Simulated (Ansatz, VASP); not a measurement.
**BH3N (BN wire along [111], 12 atoms a period, H-terminated): VASP beside Ansatz**

One calculation is typed for both programs; each brings its own data sets. How far apart do they land? The structure shown is the end of the Ansatz relaxation below.

Method: plane waves, with VASP 6.6.1 beside it; single point at PBE, in Ansatz 0.2.0.

## 1. Starting point

The cell holds 30 atoms: 6 B, 6 N and 18 H. Cell: a = 11.326 Å, b = 11.904 Å, c = 6.443 Å, α = 90.0°, β = 90.0°, γ = 90.0°. Vacuum lies along a and b. The structure's axis is c.

As a file:

```xyz
30
Lattice="11.3260 0.0000 0.0000 0.0000 11.9040 0.0000 0.0000 0.0000 6.4433" Properties=species:S:1:pos:R:3
B     4.3028    6.0294    6.4353
B     5.6858    5.2478    2.1635
B     7.0000    7.5539    2.1398
B     5.6307    6.7473    4.3112
B     6.9701    4.4551    4.2879
B     6.9570    6.0455    0.0156
N     4.3797    5.9284    1.5902
N     6.8974    6.0629    1.5914
N     5.7312    5.2902    3.7391
N     6.8724    7.5392    3.7379
N     5.6448    6.6865    5.8869
N     7.0211    4.5737    5.8859
H     5.6908    4.0852    1.7923
H     6.0669    8.2250    1.7227
H     8.0712    8.0390    1.8315
H     3.5586    5.3940    1.8844
H     4.2642    6.8557    2.0164
H     7.7420    5.5869    1.9267
H     4.6209    7.3230    3.9402
H     6.8533    3.2843    3.9805
H     8.0186    4.9257    3.8703
H     4.8961    4.7975    4.0745
H     6.8175    8.5181    4.0301
H     7.7336    7.1786    4.1657
H     3.3462    6.7130    6.1263
H     4.1891    4.8849    6.0197
H     7.9609    6.6313    6.0879
H     5.6346    7.6560    6.2223
H     6.2770    4.0099    6.3139
H     7.8955    4.1313    6.1792
```

## 2. Ansatz: relaxation, PBE

Ansatz runs on its default PAW (the set named soft_2) files.

This run makes the geometry at which the two programs are then compared.

input.yaml reads:

```yaml
crystal:
  lattice:
    - [11.326, 0.0, 0.0]
    - [0.0, 11.904, 0.0]
    - [0.0, 0.0, 6.2873444315]
  atoms:
    - { symbol: B, position: [0.386702799, 0.50515055, 0.0] }
    - { symbol: "N", position: [0.386702799, 0.50515055, 0.25] }
    - { symbol: "N", position: [0.613331583, 0.50515055, 0.25] }
    - { symbol: H, position: [0.500017191, 0.347863798, 0.269713469] }
    - { symbol: H, position: [0.526823028, 0.677162203, 0.269713469] }
    - { symbol: H, position: [0.699840139, 0.677162203, 0.269713469] }
    - { symbol: H, position: [0.309566003, 0.462778, 0.306727712] }
    - { symbol: H, position: [0.386702799, 0.58989565, 0.306727712] }
    - { symbol: H, position: [0.690468378, 0.462778, 0.306727712] }
    - { symbol: B, position: [0.500017191, 0.442905032, 0.333333333] }
    - { symbol: B, position: [0.613331583, 0.629641586, 0.333333333] }
    - { symbol: "N", position: [0.500017191, 0.442905032, 0.583333333] }
    - { symbol: "N", position: [0.613331583, 0.629641586, 0.583333333] }
    - { symbol: H, position: [0.413508636, 0.614916685, 0.603046802] }
    - { symbol: H, position: [0.613331583, 0.28561828, 0.603046802] }
    - { symbol: H, position: [0.699840139, 0.428180131, 0.603046802] }
    - { symbol: H, position: [0.422880396, 0.400532482, 0.640061046] }
    - { symbol: H, position: [0.613331583, 0.714386686, 0.640061046] }
    - { symbol: H, position: [0.690468378, 0.587269036, 0.640061046] }
    - { symbol: B, position: [0.500017191, 0.567396068, 0.666666667] }
    - { symbol: B, position: [0.613331583, 0.380659514, 0.666666667] }
    - { symbol: "N", position: [0.500017191, 0.567396068, 0.916666667] }
    - { symbol: "N", position: [0.613331583, 0.380659514, 0.916666667] }
    - { symbol: H, position: [0.300194243, 0.552671167, 0.936380136] }
    - { symbol: H, position: [0.386702799, 0.410109316, 0.936380136] }
    - { symbol: H, position: [0.699840139, 0.552671167, 0.936380136] }
    - { symbol: H, position: [0.500017191, 0.652141168, 0.973394379] }
    - { symbol: H, position: [0.536194788, 0.338286963, 0.973394379] }
    - { symbol: H, position: [0.690468378, 0.338286963, 0.973394379] }
    - { symbol: B, position: [0.613331583, 0.50515055, 0.0] }
kpoints:
  mp_grid: { grid: [1, 1, 13] }
scf:
  occupations: { method: fermi_dirac, width: 0.05 }
hamiltonian:
  xc: pbe
relax:
  cell: { fix: [a, b, alpha, beta, gamma] }
  max_steps: 60
```

Run with:

```console
$ ansatz run input.yaml --threads 16 --pin off --max-ram 61440MiB --backend cuda --events-out ev --progress --plain --runs-dir out --max-vram 78GiB
```

Numbers of over 12 decimals in the logs are rounded to 6 here.

The program printed:

```text
Engine: ansatz 0.2.0, aarch64-unknown-linux-gnu
Pseudopotentials: kind: paw
Pseudopotential: B, paw, valence charge 3, recommended cutoff 420 eV (normal), B.paw.azcp
Pseudopotential: N, paw, valence charge 5, recommended cutoff 420 eV (normal), N.paw.azcp
Pseudopotential: H, paw, valence charge 1, recommended cutoff 420 eV (normal), H.paw.azcp
Functional definition: PBE
  parameter kappa = 0.804
  parameter beta = 0.066725
  exchange = pbe_x(kappa = kappa, mu = beta*pi^2/3)
  correlation = pbe_c(beta = beta)
device memory: the entry about to start is reckoned to put 11.3 GiB on a device that reports 153.3 GiB free (of which the cap on the GPU budget leaves the run 78.0 GiB)
GPU FFT provider: cuFFT
GPU libraries: cuBLAS 13.8.1, cuFFT 12.4.0, cuSOLVER 12.3.2
GPU matrix products: emulated (plane waves: as basis.precision tells), large ones in fixed point in workspaces of 1.00 GiB
Crystal: 30 atoms, lattice volume = 847.689 Å³
Basis set: ecut = 420 eV, 16575 PW (Γ), exchange–correlation on 160×160×90 points (8 copies of the dense FFT grid, shifted against one another)
Bands: 63, of which v1, the nominal top of the filled ones, is band 33 counted from 1 (32 counted from 0)
Symmetry: 1 space group operations
Space group: P1 (ITA 1), of the structure as read, at distance tolerance 9.5e-5 Å
k-points: 7 of 13 (time reversal used)
Non-local potential: B, projectors of the file, l = 0: 2, l = 1: 2, l = 2: 1
Non-local potential: N, projectors of the file, l = 0: 2, l = 1: 2, l = 2: 1
Non-local potential: H, projectors of the file, l = 0: 2, l = 1: 1
PAW form: soft (Blöchl's): semilocal exchange-correlation on the pseudo side does not see the compensation charge
PAW one-centre angular grid: B, 110 points (default); XC on 64 Gauss nodes
PAW one-centre angular grid: N, 110 points (default); XC on 64 Gauss nodes
PAW one-centre angular grid: H, 110 points (default); XC on 64 Gauss nodes
Initial density: superposition of atomic densities (neutral atoms: chi_scale 0, normalization atom), corrected by the library's trained network
Initial wavefunctions: pseudopotential atomic-orbital guess
GPU buffer pool allocated for 288000 grid points (all kernels)
GPU transforms: local potential and band sums: pruned to the plane-wave sphere, on 75×80×45
Functional: x = pbe(κ = 0.804, μ = 0.219515), c = pbe(β = 0.066725)
SCF iter   1: F=—  HF=-3537.365385 eV  |F-HF|=—  |Δ(HF+E_count)|=         —  Δρ=2.90e-3  dr2=1.14e-1  ethr=1.77e-3  ⟨swp⟩=7.1  Hψ=2399  notcnv=0  defer=108
preconditioner: auto → Resta (q_TF=auto, 1.783 Å⁻¹)  ε∞=1.5  [insulator: Δε(μ)=5.136 eV  Ē_g=14.188 eV  σ=0.050 eV  W_gap=1.00  n_scr=78 (ndim 8)  ℏωp=10.4 eV  f_vac=0.696  D(μ)=0.00/eV (n_scr^D=0)  ε∞_Penn≈1.5  vacuum switching on, ρ_ref=1.5e-2 e/Å³]
SCF iter   2: F=—  HF=-3537.357834 eV  |F-HF|=—  |Δ(HF+E_count)|=   7.55e-3  Δρ=1.26e-3  dr2=2.21e-2  ethr=1.72e-4  ⟨swp⟩=3.0  Hψ=735  notcnv=0  defer=172
SCF iter   3: F=—  HF=-3537.362605 eV  |F-HF|=—  |Δ(HF+E_count)|=   4.77e-3  Δρ=4.99e-4  dr2=1.82e-3  ethr=3.35e-5  ⟨swp⟩=2.3  Hψ=482  notcnv=0  defer=172
SCF iter   4: F=—  HF=-3537.362747 eV  |F-HF|=—  |Δ(HF+E_count)|=   1.42e-4  Δρ=1.71e-4  dr2=2.16e-4  ethr=2.75e-6  ⟨swp⟩=2.0  Hψ=536  notcnv=0  defer=172
SCF iter   5: F=—  HF=-3537.362809 eV  |F-HF|=—  |Δ(HF+E_count)|=   6.21e-5  Δρ=3.56e-5  dr2=8.61e-6  ethr=3.27e-7  ⟨swp⟩=2.0  Hψ=459  notcnv=0  defer=172
SCF iter   6: F=—  HF=-3537.362823 eV  |F-HF|=—  |Δ(HF+E_count)|=   1.40e-5  Δρ=7.42e-6  dr2=3.92e-7  ethr=1.30e-8  ⟨swp⟩=2.0  Hψ=648  notcnv=0  defer=172
SCF iter   7: F=-3537.362823 eV  HF=-3537.362823 eV  |F-HF|=6.52e-8  |Δ(HF+E_count)|=   1.57e-7  Δρ=2.23e-6  dr2=2.48e-8  ethr=1.52e-10  ⟨swp⟩=5.0  Hψ=1278  notcnv=0
SCF 1 converged in 7 iterations: F = -3537.362823 eV  dr2 = 2.48e-8
  greatest PAW one-centre occupation: 0.790 electrons in one spin orbital (limit 2), on the N atom at site 22 (counted from 0), in its partial waves of l = 0
relax step   1: F+E_penalty+E_count = -3537.36282330 eV  Δ(F+E_penalty+E_count) = +0.000e0 eV  max|allowed force component| = 1.688e0 eV/Å  Δτ_max = 0.0000 Å  P = -0.094 GPa  Ω = 847.689 Å³  fix = [a, b, alpha, beta, gamma]  reactions: a -0.745, b -0.743 GPa; alpha -0.002, beta +0.000, gamma +0.000 GPa/rad  (7 SCF iters, dr2 threshold 1.00e-7 eV, accepted)
device memory: the entry about to start is reckoned to put 11.2 GiB (of the 11.3 GiB reckoned in all, the device holds 0.1 GiB already) on a device that reports 153.2 GiB free (of which the cap on the GPU budget leaves the run 77.9 GiB)
GPU FFT provider: cuFFT
GPU libraries: cuBLAS 13.8.1, cuFFT 12.4.0, cuSOLVER 12.3.2
GPU matrix products: emulated (plane waves: as basis.precision tells), large ones in fixed point in workspaces of 1.00 GiB
Crystal: 30 atoms, lattice volume = 869.716 Å³
Basis set: ecut = 420 eV, 16991 PW (Γ), exchange–correlation on 160×160×90 points (8 copies of the dense FFT grid, shifted against one another)
Initial density: handed on by an earlier stage of this run
[...]
basis re-selected at this cell: Δ(F+E_penalty+E_count) = -9.341e-4 eV, ΔP = +0.001 GPa vs the last step (what re-selecting the basis moved, of the pressure what is left beyond the Pulay correction that the steps carried, after the strain that the cell walked since its last selection, with what the two solves' SCF thresholds leave and, on support functions, any second-order correction that the steps lacked; it is no m [...]
SCF converged after 5 iterations
Free energy (F): -3538.253415 eV
Harris-Foulkes:  -3538.253415 eV  (|F-HF|=4.77e-9)
Internal energy: -3538.253415 eV  (E = F + TS)
E sigma→0 (E₀):  -3538.253415 eV
Fermi energy:    -2.055176 eV
--- Per-component energies (eV) ---
  E_band       = -701.402182
  E_kinetic    = 1348.211060
  E_local      = -13235.368141  (includes V_loc(G=0)·N_el)
  E_nonlocal   = 371.637320
  E_hartree    = 5929.056882
  E_xc         = -715.940028
  E_vxc        = -896.393742  (∫ρ·V_xc dr)
  E_paw        = -1249.144146  (= ΣΔE_a)
  E_vpaw       = -147.579498  (= ΣTr[D̂ρ^β])
  E_aug_tail   = -0.023264  (compensation charges beyond the density's cutoff)
  E_ewald      = 4013.316903
  E_smearing   = -0.000000  (= −TS)
  E_closure    = 0.000000  (closes the sum)
  Σ components = -3538.253415   (vs F -3538.253415, Δ=0.00e0)
--- Forces (eV/Å), atoms counted from 1 ---
  atom   1  B     -0.00122242     0.00233120    -0.00184761
  atom   2  N      0.00225840    -0.00157109     0.00055152
  atom   3  N      0.00168604     0.00096997    -0.00375916
  atom   4  H     -0.00068842    -0.00014126     0.00136683
  atom   5  H     -0.00086382    -0.00050838     0.00109681
  atom   6  H     -0.00043084    -0.00047575     0.00069748
  atom   7  H     -0.00005282     0.00046437    -0.00044177
  atom   8  H     -0.00043807     0.00093630    -0.00091613
  atom   9  H      0.00082188     0.00107960    -0.00013698
  atom  10  B      0.00030358    -0.00229493     0.00371310
  atom  11  B      0.00276054    -0.00050405    -0.00194030
  atom  12  N     -0.00051372    -0.00092261    -0.00401658
  atom  13  N     -0.00270418    -0.00088160     0.00056759
  atom  14  H      0.00034186     0.00074095     0.00136728
  atom  15  H     -0.00008264     0.00067263     0.00056378
  atom  16  H      0.00002492     0.00130139     0.00115781
  atom  17  H      0.00068753    -0.00126386    -0.00016390
  atom  18  H      0.00050462    -0.00026497    -0.00048252
  atom  19  H      0.00088321    -0.00024119    -0.00092952
  atom  20  B     -0.00205277     0.00032587     0.00377446
  atom  21  B     -0.00195677    -0.00321744    -0.00142640
  atom  22  N     -0.00090765     0.00134661    -0.00416877
  atom  23  N      0.00064887     0.00345946     0.00028284
  atom  24  H      0.00061759    -0.00016036     0.00062858
  atom  25  H      0.00085397    -0.00047396     0.00099824
  atom  26  H      0.00047319    -0.00047884     0.00129119
  atom  27  H     -0.00140524     0.00020245    -0.00021981
  atom  28  H     -0.00062618    -0.00071061    -0.00108217
  atom  29  H     -0.00028371    -0.00027273    -0.00052823
  atom  30  B      0.00136430     0.00055184     0.00399987
  max |Σ_I F_I| component: 2.48e-6 eV/Å
--- Stress (GPa, compression-positive) ---
        0.001998      -0.000311       0.000427
       -0.000312       0.000267       0.000963
        0.000426       0.000966       0.006938
  P = ⅓ Tr σ = 0.0031 GPa (0.031 kbar)
--- Band table (eV; the first three rows and the last of 7) ---
  k-point 0: bands = [... 29 lower, -5.4078, -5.0106, -4.8965, -4.8897, 0.5769, 1.1345, 1.2681, 1.4680, ... 26 higher]
  k-point 1: bands = [... 29 lower, -5.3785, -5.0233, -4.9318, -4.8453, 0.5910, 1.1449, 1.2753, 1.4828, ... 26 higher]
  k-point 2: bands = [... 29 lower, -5.3343, -5.0537, -4.9551, -4.7984, 0.6330, 1.1741, 1.2938, 1.5275, ... 26 higher]
  k-point 6: bands = [... 29 lower, -5.1335, -5.0262, -4.9961, -4.7266, 1.0247, 1.1459, 1.3434, 1.9375, ... 26 higher]
--- Relaxed structure (7 steps of the walk, 7 accepted, 2 SCFs on fresh bases) ---
  F+E_penalty+E_count = -3538.25341464 eV   max|allowed force component| = 4.169e-3 eV/Å   (the final SCF, on the basis selected at the relaxed cell)
  cell:  # Å, volume = 868.7171 Å³
    - [11.326, 0, 0]
    - [0, 11.904, 0]
    - [0, 0, 6.443308]
  atoms:
    - { symbol: B, position: [0.379906, 0.506502, -0.0012369] }
    - { symbol: N, position: [0.386692, 0.498019, 0.246799] }
    - { symbol: N, position: [0.608986, 0.509316, 0.246979] }
    - { symbol: H, position: [0.502452, 0.343178, 0.278170] }
    - { symbol: H, position: [0.535658, 0.690946, 0.267356] }
    - { symbol: H, position: [0.712628, 0.675320, 0.284241] }
    - { symbol: H, position: [0.314195, 0.453125, 0.292463] }
    - { symbol: H, position: [0.376497, 0.575913, 0.312942] }
    - { symbol: H, position: [0.683562, 0.469326, 0.299022] }
    - { symbol: B, position: [0.502015, 0.440842, 0.335770] }
    - { symbol: B, position: [0.618047, 0.634572, 0.332091] }
    - { symbol: N, position: [0.506018, 0.444402, 0.580315] }
    - { symbol: N, position: [0.606785, 0.633337, 0.580122] }
    - { symbol: H, position: [0.407990, 0.615175, 0.611514] }
    - { symbol: H, position: [0.605093, 0.275901, 0.617779] }
    - { symbol: H, position: [0.707979, 0.413784, 0.600672] }
    - { symbol: H, position: [0.432285, 0.403014, 0.632355] }
    - { symbol: H, position: [0.601932, 0.715567, 0.625468] }
    - { symbol: H, position: [0.682819, 0.603043, 0.646520] }
    - { symbol: B, position: [0.497151, 0.566812, 0.669098] }
    - { symbol: B, position: [0.615404, 0.374249, 0.665478] }
    - { symbol: N, position: [0.498397, 0.561702, 0.913644] }
    - { symbol: N, position: [0.619908, 0.384216, 0.913485] }
    - { symbol: H, position: [0.295444, 0.563926, 0.950797] }
    - { symbol: H, position: [0.369869, 0.410356, 0.934250] }
    - { symbol: H, position: [0.702885, 0.557063, 0.944840] }
    - { symbol: H, position: [0.497491, 0.643149, 0.965698] }
    - { symbol: H, position: [0.554213, 0.336853, 0.979910] }
    - { symbol: H, position: [0.697116, 0.347053, 0.959005] }
    - { symbol: B, position: [0.614246, 0.507853, 0.00242485] }
```

(Continued in part 2 of 2.)

[Lines on the potential files, build, host, timing and source positions are cut from VASP's logs without a mark.]

[Logs are printed without paths, hosts, clocks, repeated set-up lines and the standing remarks that a program may print on its own settings, such as how far it seeks lower states.]

[Hosts, paths, dates, database ids (printed as entryN), source tags and the programs' standing remarks are cut or masked in the printed files.]
